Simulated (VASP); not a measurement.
Consider the following.

```
ZrC
1.0
    0.00000     2.33600     2.33600
    2.33600     0.00000     2.33600
    2.33600     2.33600     0.00000
Zr C
1 1
Direct
  0.00000   0.00000   0.00000
  0.50000   0.50000   0.50000
```

Level of theory: PBEsol GGA with spin-orbit coupling, VASP's PBE PAW potentials (set 64) (plane waves; VASP). Numerical set-up: 520 eV cut-off, 12×12×12 Γ-centred mesh, Gaussian smearing of 0.050 eV, potentials Zr_sv C.

Q: Give the energies of bands 11 to 23 at the high-symmetry points, in eV from the Fermi level.

A: 
```tsv
band	Γ	X	U	L	W
11	0.84	-2.12	-3.18	-5.48	-2.77
12	0.84	-2.12	-3.18	-5.48	-2.77
13	0.90	-1.95	-2.36	-3.09	-2.52
14	0.90	-1.95	-2.36	-3.09	-2.52
15	0.90	-0.04	-1.66	-3.07	-2.36
16	0.90	-0.04	-1.66	-3.07	-2.36
17	0.96	0.08	1.42	4.51	3.25
18	0.96	0.08	1.42	4.51	3.25
19	0.96	4.48	4.91	4.52	3.26
20	0.96	4.48	4.91	4.52	3.26
21	1.03	5.69	5.44	5.38	5.74
22	1.03	5.69	5.44	5.38	5.74
23	2.78	5.78	7.47	6.48	7.14
```

It has no gap at this level: it comes out as a metal or semimetal.

The compound is ZrC in the rock salt structure. It was relaxed first.
